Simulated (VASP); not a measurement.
# PbF2 (Fluorocronite): gap against volume and shear, part 3 of 4

How do the gap and the pressure of PbF2 (Fluorocronite) answer to a change of volume or shape? All runs use LDA. The start is a cell from a database of measured crystal structures.

VASP 6.6.1; LDA; plane waves and PAW (Pb_d, F).

Still holding for the runs below: Spin-orbit coupling is off here; with elements this heavy it splits and shifts levels by tenths of an eV or more.

So far, least gap on mesh and path (eV): step 3 (bands, cell as listed) 4.22; step 4 (cell volume +4.0 %) 4.22; step 5 (cell volume +8.0 %) 4.19.

### 6. Bands, sheared, principal strains -3.0, +1.3, +1.8 %

The cell is sheared at fixed volume, which lowers its symmetry.

INCAR reads:

```
SYSTEM = PbF2
PREC = Accurate
ENCUT = 520
EDIFF = 1E-06
NELM = 100
ISMEAR = -1
SIGMA = 0.05
LREAL = .FALSE.
ALGO = Normal
GGA = CA
NBANDS = 27
LORBIT = 11
LWAVE = .FALSE.
LCHARG = .FALSE.
KPAR = 4
```

POSCAR reads:

```
PbF2
1.0
   -0.0515120000      2.9838620000      3.0085770000
    2.8965440000     -0.0553750000      3.0124400000
    2.8549510000      2.9461320000     -0.0137820000
Pb F
1 2
Direct
    0.0000000000      0.0000000000      0.0000000000
    0.2500000000      0.2500000000      0.2500000000
    0.7500000000      0.7500000000      0.7500000000
```

KPOINTS reads:

```
Automatic mesh
0
Gamma
7 7 7
0 0 0
```

KPOINTS_OPT reads:

```
Line mode
16
Line-mode
Reciprocal
 -0.50000000   0.00000000   0.00000000 X
  0.00000000   0.00000000   0.00000000 GAMMA

  0.00000000   0.00000000   0.00000000 GAMMA
  0.00000000  -0.50000000   0.00000000 Y

 -0.50000000  -0.50000000   0.00000000 L
  0.00000000   0.00000000   0.00000000 GAMMA

  0.00000000   0.00000000   0.00000000 GAMMA
  0.50000000   0.50000000   0.50000000 Z

  0.00000000   0.50000000   0.50000000 N
  0.00000000   0.00000000   0.00000000 GAMMA

  0.00000000   0.00000000   0.00000000 GAMMA
  0.50000000   0.00000000   0.50000000 M

  0.00000000   0.00000000   0.50000000 R
  0.00000000   0.00000000   0.00000000 GAMMA
```

PAW data sets: Pb_d and F (LDA family, release 64).

Run with:

```sh
mpirun -np 4 vasp_std
```

The log of the run:

```text
[... set-up lines as in an earlier step ...]
 entering main loop
       N       E                     dE             d eps       ncg     rms          rms(c)
DAV:   1     0.287781231209E+03    0.28778E+03   -0.13755E+04  9458   0.118E+03
DAV:   2     0.844659154202E+01   -0.27933E+03   -0.25555E+03  9751   0.354E+02
DAV:   3    -0.170407833093E+02   -0.25487E+02   -0.25190E+02 11059   0.111E+02
DAV:   4    -0.177098412685E+02   -0.66906E+00   -0.66844E+00 11203   0.185E+01
DAV:   5    -0.177296552999E+02   -0.19814E-01   -0.19812E-01 11903   0.333E+00    0.754E+00
DAV:   6    -0.159740941900E+02    0.17556E+01   -0.67223E+00 13342   0.176E+01    0.271E+00
DAV:   7    -0.159300266928E+02    0.44067E-01   -0.39035E-01 10184   0.318E+00    0.148E+00
DAV:   8    -0.158972532741E+02    0.32773E-01   -0.11422E-01 11439   0.264E+00    0.556E-01
DAV:   9    -0.158937023780E+02    0.35509E-02   -0.14313E-02 10808   0.716E-01    0.958E-02
DAV:  10    -0.158940213225E+02   -0.31894E-03   -0.69914E-04 10103   0.255E-01    0.416E-02
DAV:  11    -0.158939654422E+02    0.55880E-04   -0.88383E-05 11445   0.802E-02    0.152E-02
DAV:  12    -0.158939621723E+02    0.32699E-05   -0.18569E-05 11604   0.406E-02    0.559E-03
DAV:  13    -0.158939624460E+02   -0.27373E-06   -0.20298E-06 10148   0.875E-03
   1 F= -.15893962E+02 E0= -.15893962E+02  d E =-.766199E-11
 Start KPOINTS_OPT (optional k-point list driver)
k-point batch [1-112\112]
       N       E                     dE             ncg
DAV:   1     0.138632937265E+05   -0.41200E+05     6119
DAV:   2    -0.171168879899E+05   -0.30980E+05     6564
DAV:   3    -0.200894007892E+05   -0.29725E+04     6785
DAV:   4    -0.201693502296E+05   -0.79949E+02     7154
DAV:   5    -0.201716934486E+05   -0.23432E+01     7623
DAV:   6    -0.201717922268E+05   -0.98778E-01     7708
DAV:   7    -0.201717971279E+05   -0.49012E-02     8236
DAV:   8    -0.201717972013E+05   -0.73403E-04     6376
DAV:   9    -0.201717972039E+05   -0.25681E-05     4481
DAV:  10    -0.201717972042E+05   -0.29557E-06     4083
```

Wall time 50 s (4 MPI ranks of Intel Xeon Platinum 8259CL at 2.50GHz (Skylake/Cascade Lake), shared host); peak memory 1.6 GiB; 2.9 min of CPU time.

Parts of OUTCAR (step 6):

```text
   k-points           NKPTS =    172   k-points in BZ     NKDIM =    172   number of bands    NBANDS=     27

   ENCUT  =  520.0 eV  38.22 Ry    6.18 a.u.   7.88  7.77  7.63*2*pi/ulx,y,z

   NELECT =      28.0000    total number of electrons

 E-fermi :   2.6908

 k-point     1 :       0.0000    0.0000    0.0000
  band No.  band energies     occupation
    ...
     10      -1.0060      2.00000
     11      -0.9879      2.00000
     12      -0.6431      2.00000
     13      -0.5914      2.00000
     14      -0.3502      2.00000
     15       7.7401      0.00000
     16       8.0566      0.00000
     17       8.2106      0.00000
     18      11.6740      0.00000
     19      15.8949      0.00000
    ...

  Total       -1.1872655     -1.7445618     -1.8988928      0.2871683      0.0594948      0.0390560
  in kB      -36.3098979    -53.3535774    -58.0734508      8.7824090      1.8195166      1.1944412
  external PRESSURE =     -49.2456421 kB  Pullay stress =       0.0000000 kB

 POSITION                                       TOTAL-FORCE (eV/Angst)
 -----------------------------------------------------------------------------------
      0.00000      0.00000      0.00000         0.000000      0.000000     -0.000000
      1.42500      1.46865      1.50181         0.013250      0.009547      0.058323
      4.27499      4.40596      4.50543        -0.013250     -0.009547     -0.058323
 -----------------------------------------------------------------------------------
    total drift:                                0.000000     -0.000000      0.000000

  FREE ENERGIE OF THE ION-ELECTRON SYSTEM (eV)
  ---------------------------------------------------
  free  energy   TOTEN  =       -15.8939624460 eV

  energy  without entropy=      -15.8939624460  energy(sigma->0) =      -15.89396245

[... 1 part as in an earlier step ...]

[... 14 further parts left out ...]
```

The path and its labels are those of the sheared lattice, so a letter need not mean the same point as in the unstrained cell.

This step gave:

```
SCF cycles                        : 13
irreducible k-points              : 172
symmetry operations               : 2
free energy (TOTEN)               : -15.89 eV
Fermi energy                      : 2.691 eV
pressure                          : -4.925 GPa
least gap on mesh and path        : 4.082 eV
least direct gap on mesh and path : 4.332 eV
valence top at k                  : -0.4286, -0.2857, 0.2857
conduction bottom at k            : 0, 0.5, 0.5
least direct gap at k             : -0.5, -0.5, 0
```

The electronic bands at the labelled points (eV, zero at the valence-band top; v1 is the highest filled band, c1 the lowest empty one):

```tsv
point	v4	v3	v2	v1	c1	c2	c3	c4
X	-2.71	-2.23	-2.17	-0.12	4.66	7.30	7.61	12.78
0.47 of the way	-2.64	-2.17	-2.09	-0.83	5.06	6.92	7.18	12.50
Γ	-2.49	-2.15	-2.10	-1.86	6.23	6.55	6.70	10.17
0.53 of the way	-2.64	-2.18	-2.09	-0.83	5.05	6.93	7.18	12.50
Y	-2.70	-2.22	-2.17	-0.13	4.64	7.32	7.60	12.78
jump to L	-1.67	-1.66	-1.49	-0.15	4.18	7.44	7.87	8.47
0.47 of the way	-2.07	-1.81	-1.63	-0.94	4.76	6.95	7.38	10.40
Γ	-2.49	-2.15	-2.10	-1.86	6.23	6.55	6.70	10.17
0.47 of the way	-2.65	-2.17	-2.03	-0.98	5.38	6.69	6.95	12.30
Z	-2.70	-2.24	-2.19	-0.06	4.83	7.26	7.43	12.69
jump to N	-1.66	-1.62	-1.50	-0.36	4.08	7.55	7.65	8.50
0.53 of the way	-2.13	-1.88	-1.83	-1.12	4.71	7.04	7.13	11.24
Γ	-2.49	-2.15	-2.10	-1.86	6.23	6.55	6.70	10.17
0.53 of the way	-2.06	-1.85	-1.63	-0.95	4.70	7.05	7.29	10.47
M	-1.69	-1.64	-1.49	-0.19	4.15	7.50	7.79	8.47
jump to R	-2.69	-2.23	-2.19	-0.08	4.78	7.25	7.49	12.70
0.53 of the way	-2.64	-2.18	-2.03	-0.99	5.34	6.69	7.02	12.28
Γ	-2.49	-2.15	-2.10	-1.86	6.23	6.55	6.70	10.17
```

Of the projections kept (Pb, F), the largest for each band there; the rest of the weight can lie on other orbitals:

```tsv
point	v4	v3	v2	v1	c1	c2	c3	c4
X	F 0.93	F 0.97	F 0.97	F 0.72	Pb 0.51	Pb 0.80	Pb 0.81	Pb 0.94
Γ	F 0.96	F 0.96	F 0.96	F 0.97	Pb 0.96	Pb 0.94	Pb 0.94	Pb 0.88
Y	F 0.94	F 0.97	F 0.97	F 0.72	Pb 0.51	Pb 0.80	Pb 0.81	Pb 0.94
L	F 1.00	F 0.98	F 0.99	F 0.61	Pb 0.84	Pb 0.65	Pb 0.67	F 0.65
Γ	F 0.96	F 0.96	F 0.96	F 0.97	Pb 0.96	Pb 0.94	Pb 0.94	Pb 0.88
Z	F 0.94	F 0.97	F 0.97	F 0.71	Pb 0.50	Pb 0.80	Pb 0.78	Pb 0.93
```

Force by atom:

```tsv
atom	x (eV/Å)	y (eV/Å)	z (eV/Å)	size
Pb1	0.0000	0.0000	0.0000	0.0000
F2	0.0132	0.0095	0.0583	0.0606
F3	-0.0132	-0.0095	-0.0583	0.0606
```

The gap is 4.08 eV, indirect. The path differs from that of the listed cell and a band edge lies off the zone's corner points, so the two gaps may rest on unlike samples; on the common mesh the gap moves by -0.17 eV. The pressure is -4.92 GPa, and the symmetry operations fall from 48 to 2.

### 7. Bands, volume times 0.96

The cell is compressed evenly, with fractional positions held.

INCAR is that of step 6.

POSCAR reads:

```
PbF2
1.0
    0.0000000000      2.9297119716      2.9297119716
    2.9297119716      0.0000000000      2.9297119716
    2.9297119716      2.9297119716      0.0000000000
Pb F
1 2
Direct
    0.0000000000      0.0000000000      0.0000000000
    0.2500000000      0.2500000000      0.2500000000
    0.7500000000      0.7500000000      0.7500000000
```

KPOINTS is that of step 6.

KPOINTS_OPT reads:

```
Line mode
16
Line-mode
Reciprocal
  0.00000000   0.00000000   0.00000000 GAMMA
  0.50000000   0.00000000   0.50000000 X

  0.50000000   0.00000000   0.50000000 X
  0.50000000   0.25000000   0.75000000 W

  0.50000000   0.25000000   0.75000000 W
  0.37500000   0.37500000   0.75000000 K

  0.37500000   0.37500000   0.75000000 K
  0.00000000   0.00000000   0.00000000 GAMMA

  0.00000000   0.00000000   0.00000000 GAMMA
  0.50000000   0.50000000   0.50000000 L

  0.50000000   0.50000000   0.50000000 L
  0.62500000   0.25000000   0.62500000 U

  0.62500000   0.25000000   0.62500000 U
  0.50000000   0.25000000   0.75000000 W

  0.50000000   0.25000000   0.75000000 W
  0.50000000   0.50000000   0.50000000 L

  0.50000000   0.50000000   0.50000000 L
  0.37500000   0.37500000   0.75000000 K

  0.62500000   0.25000000   0.62500000 U
  0.50000000   0.00000000   0.50000000 X
```

Run with:

```sh
mpirun -np 4 vasp_std
```

The log of the run:

```text
[... set-up lines as in an earlier step ...]
 entering main loop
       N       E                     dE             d eps       ncg     rms          rms(c)
DAV:   1     0.291411301564E+03    0.29141E+03   -0.13911E+04  1115   0.121E+03
DAV:   2     0.918250524008E+01   -0.28223E+03   -0.25747E+03  1143   0.363E+02
DAV:   3    -0.169815660046E+02   -0.26164E+02   -0.25834E+02  1256   0.113E+02
DAV:   4    -0.176829726165E+02   -0.70141E+00   -0.70076E+00  1274   0.189E+01
DAV:   5    -0.177039209051E+02   -0.20948E-01   -0.20946E-01  1397   0.340E+00    0.746E+00
DAV:   6    -0.160173444923E+02    0.16866E+01   -0.63904E+00  1564   0.176E+01    0.259E+00
DAV:   7    -0.159809502768E+02    0.36394E-01   -0.36208E-01  1176   0.312E+00    0.144E+00
DAV:   8    -0.159522206760E+02    0.28730E-01   -0.10321E-01  1280   0.257E+00    0.555E-01
DAV:   9    -0.159486326707E+02    0.35880E-02   -0.13670E-02  1445   0.746E-01    0.919E-02
DAV:  10    -0.159489093005E+02   -0.27663E-03   -0.55681E-04  1167   0.211E-01    0.367E-02
DAV:  11    -0.159488709743E+02    0.38326E-04   -0.66282E-05  1298   0.634E-02    0.116E-02
DAV:  12    -0.159488708399E+02    0.13438E-06   -0.14873E-05  1182   0.367E-02    0.337E-03
DAV:  13    -0.159488709304E+02   -0.90474E-07   -0.17074E-06  1223   0.123E-02
   1 F= -.15948871E+02 E0= -.15948871E+02  d E =-.484105E-10
 Start KPOINTS_OPT (optional k-point list driver)
k-point batch [1-20\160]
       N       E                     dE             ncg
DAV:   1     0.180426907469E+04   -0.10068E+05     1089
DAV:   2    -0.366611602569E+04   -0.54704E+04     1175
DAV:   3    -0.420159255365E+04   -0.53548E+03     1201
DAV:   4    -0.421596125675E+04   -0.14369E+02     1303
DAV:   5    -0.421637199050E+04   -0.41073E+00     1414
DAV:   6    -0.421638856035E+04   -0.16570E-01     1383
DAV:   7    -0.421638933048E+04   -0.77014E-03     1501
DAV:   8    -0.421638934250E+04   -0.12017E-04     1068
DAV:   9    -0.421638934274E+04   -0.24106E-06      849
[...]
k-point batch [141-160\160]
       N       E                     dE             ncg
DAV:   1     0.180748982284E+04   -0.17789E+05     1080
DAV:   2    -0.366386236847E+04   -0.54714E+04     1107
DAV:   3    -0.420344546349E+04   -0.53958E+03     1272
DAV:   4    -0.421789163062E+04   -0.14446E+02     1400
DAV:   5    -0.421831377339E+04   -0.42214E+00     1490
DAV:   6    -0.421832824645E+04   -0.14473E-01     1424
DAV:   7    -0.421832909582E+04   -0.84937E-03     1636
DAV:   8    -0.421832910395E+04   -0.81312E-05     1127
DAV:   9    -0.421832910422E+04   -0.27251E-06     1108
```

The job ended after 26 s (4 MPI ranks; peak memory 0.73 GiB).

OUTCAR, selected parts (step 7):

```text
   ENCUT  =  520.0 eV  38.22 Ry    6.18 a.u.   7.70  7.70  7.70*2*pi/ulx,y,z

   NELECT =      28.0000    total number of electrons

 E-fermi :   3.0826

 k-point     1 :       0.0000    0.0000    0.0000
  band No.  band energies     occupation
    ...
     10      -0.7888      2.00000
     11      -0.7888      2.00000
     12      -0.2782      2.00000
     13      -0.2782      2.00000
     14      -0.2782      2.00000
     15       8.5415      0.00000
     16       8.5415      0.00000
     17       8.5415      0.00000
     18      12.2787      0.00000
     19      16.8430      0.00000
    ...

  Total       -0.6434324     -0.6434324     -0.6434324     -0.0000000     -0.0000000      0.0000000
  in kB      -20.4978686    -20.4978686    -20.4978686     -0.0000000     -0.0000000      0.0000000
  external PRESSURE =     -20.4978686 kB  Pullay stress =       0.0000000 kB

 POSITION                                       TOTAL-FORCE (eV/Angst)
 -----------------------------------------------------------------------------------
      0.00000      0.00000      0.00000         0.000000      0.000000     -0.000000
      1.46486      1.46486      1.46486        -0.000000     -0.000000     -0.000000
      4.39457      4.39457      4.39457        -0.000000      0.000000      0.000000
 -----------------------------------------------------------------------------------
    total drift:                                0.000000     -0.000000      0.000000

  FREE ENERGIE OF THE ION-ELECTRON SYSTEM (eV)
  ---------------------------------------------------
  free  energy   TOTEN  =       -15.9488709304 eV

  energy  without entropy=      -15.9488709303  energy(sigma->0) =      -15.94887093

[... 4 parts as in an earlier step ...]

[... 12 further parts left out ...]
```

This step gave:

```
irreducible k-points              : 20
symmetry operations               : 48
free energy (TOTEN)               : -15.95 eV
Fermi energy                      : 3.083 eV
pressure                          : -2.050 GPa
least gap on mesh and path        : 4.212 eV
least direct gap on mesh and path : 4.375 eV
valence top at k                  : 0.5, 0.25, 0.75
conduction bottom at k            : 0.5, 0, 0.5
least direct gap at k             : 0.5, 0, 0.5
```

Electronic bands along the path, in eV, zero at the valence-band top; v1 is the highest filled band, c1 the lowest empty one:

```tsv
point	v4	v3	v2	v1	c1	c2	c3	c4
Γ	-2.74	-2.23	-2.23	-2.23	6.59	6.59	6.59	10.33
0.47 of the way	-2.33	-1.97	-1.97	-1.17	4.92	7.22	7.22	11.11
X	-1.77	-1.76	-1.76	-0.16	4.21	7.86	7.86	8.45
0.47 of the way	-2.12	-1.81	-1.72	-0.09	4.67	7.30	7.51	9.10
W	-2.98	-1.84	-1.69	0.00	5.94	5.94	7.30	9.82
0.47 of the way	-2.60	-1.86	-1.73	-0.02	5.41	6.40	7.50	9.67
K	-2.32	-1.92	-1.78	-0.04	5.16	6.52	7.85	9.41
0.47 of the way	-2.81	-2.43	-1.93	-0.61	5.17	6.93	7.33	12.04
Γ	-2.74	-2.23	-2.23	-2.23	6.59	6.59	6.59	10.33
0.47 of the way	-2.85	-2.30	-2.30	-1.05	5.36	7.04	7.04	12.52
L	-2.99	-2.39	-2.39	-0.05	4.80	7.60	7.60	12.87
0.47 of the way	-2.82	-2.18	-2.05	-0.05	5.10	6.90	7.70	10.89
U	-2.32	-1.92	-1.78	-0.04	5.16	6.52	7.85	9.41
0.47 of the way	-2.54	-1.86	-1.74	-0.02	5.35	6.43	7.56	9.63
W	-2.98	-1.84	-1.69	0.00	5.94	5.94	7.30	9.82
0.47 of the way	-2.99	-2.00	-1.97	-0.04	5.31	6.58	7.66	10.44
L	-2.99	-2.39	-2.39	-0.05	4.80	7.60	7.60	12.87
0.53 of the way	-2.76	-2.14	-2.00	-0.05	5.18	6.75	7.73	10.63
K	-2.32	-1.92	-1.78	-0.04	5.16	6.52	7.85	9.41
jump to U	-2.32	-1.92	-1.78	-0.04	5.16	6.52	7.85	9.41
0.47 of the way	-1.96	-1.81	-1.77	-0.11	4.52	7.29	7.86	8.85
X	-1.77	-1.76	-1.76	-0.16	4.21	7.86	7.86	8.45
```

Of the projections kept (Pb, F), the largest for each band there; the rest of the weight can lie on other orbitals:

```tsv
point	v4	v3	v2	v1	c1	c2	c3	c4
Γ	F 0.95	F 0.97	F 0.97	F 0.97	Pb 0.95	Pb 0.95	Pb 0.95	Pb 0.89
X	F 1.00	F 0.98	F 0.98	F 0.58	Pb 0.84	Pb 0.64	Pb 0.64	F 0.66
W	F 0.92	F 1.00	F 0.98	F 0.61	Pb 0.68	Pb 0.68	F 0.52	Pb 1.00
K	F 0.95	F 0.98	F 0.99	F 0.61	Pb 0.72	Pb 0.54	Pb 0.69	Pb 0.79
Γ	F 0.95	F 0.97	F 0.97	F 0.97	Pb 0.95	Pb 0.95	Pb 0.95	Pb 0.89
L	F 0.93	F 0.96	F 0.96	F 0.70	F 0.51	Pb 0.80	Pb 0.80	Pb 0.93
```

The gap is 4.21 eV, indirect, from W to X. That is -0.01 eV from the cell as listed. The pressure is -2.05 GPa.

(Part 3 of 4 ends here.)

[Lines on the potential files, build, host, timing and source positions are cut from VASP's logs without a mark.]

[Logs are printed without paths, hosts, clocks, repeated set-up lines and the standing remarks that a program may print on its own settings, such as how far it seeks lower states.]

[Hosts, paths, dates, database ids (printed as entryN), source tags and the programs' standing remarks are cut or masked in the printed files.]

[A measured line is paired with the nearest computed mode of its activity, which favours agreement.]
